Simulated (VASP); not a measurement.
Here is a VASP 6.6.1 calculation.

The input POSCAR:

```
BeZn3Se4
1.0
    5.5146480203      0.0000000000      0.0000000000
    0.0000000000     -5.5146480203      0.0000000000
    0.0000000000      0.0000000000     -5.5146480203
  Be              Zn              Se
     1     3     4
Direct
     0.0000000000000000    0.5000000000000000    0.5000000000000000
     0.5000000000000000    0.0000000000000000    0.5000000000000000
     0.5000000000000000    0.5000000000000000    0.0000000000000000
     0.0000000000000000    0.0000000000000000    0.0000000000000000
     0.2364104914637295    0.2635895085362705    0.2635895085362705
     0.7635895085362705    0.7364104914637295    0.2635895085362705
     0.7635895085362705    0.2635895085362705    0.7364104914637295
     0.2364104914637295    0.7364104914637295    0.7364104914637295
```

Contents of INCAR.step1:

```
SYSTEM = BeZn3Se4
PREC = Accurate ; ENCUT = 600
EDIFF = 1E-8 ; ISMEAR = 0
SIGMA = 0.03 ; LREAL = .FALSE.
LASPH = .TRUE. ; NELM = 80
ALGO = Fast ; ISIF = 3
LWAVE = .FALSE. ; LCHARG = .FALSE.
GGA = PS ; KPAR = 2
IBRION = 2 ; NSW = 40
EDIFFG = -0.002
```

File INCAR.step2:

```
SYSTEM = BeZn3Se4
PREC = Accurate ; ENCUT = 600
EDIFF = 1E-8 ; ISMEAR = 0
SIGMA = 0.03 ; LREAL = .FALSE.
LASPH = .TRUE. ; NELM = 80
ALGO = Fast ; ISIF = 2
LWAVE = .FALSE. ; LCHARG = .FALSE.
GGA = PS ; KPAR = 2
IBRION = 6 ; NFREE = 2
POTIM = 0.015 ; NSW = 1
```

The input KPOINTS:

```
regular mesh
0
G
  4 4 4
  0 0 0
```

Potentials or basis: VASP PAW PBE potentials, release 64 (Be, Zn, Se).

Run with:

```bash
$ cat potpaw_PBE.64/Be/POTCAR potpaw_PBE.64/Zn/POTCAR potpaw_PBE.64/Se/POTCAR > POTCAR
$ cp INCAR.step1 INCAR
$ mpirun -np 2 vasp_std > vasp.out
$ cp CONTCAR POSCAR
$ cp INCAR.step2 INCAR
$ mpirun -np 2 vasp_std > vasp.out
```

Q: What does it give for the highest phonon frequency at Γ, LO-TO splitting left out?

A: 461 cm⁻¹.

Phonon frequencies in cm⁻¹ (negative: imaginary):
| q point | frequencies |
| --- | --- |
| (0.000, 0.000, 0.000) | 0 0 0 69 69 69 92 92 92 193 201 201 209 209 209 213 213 213 225 225 225 461 461 461 |
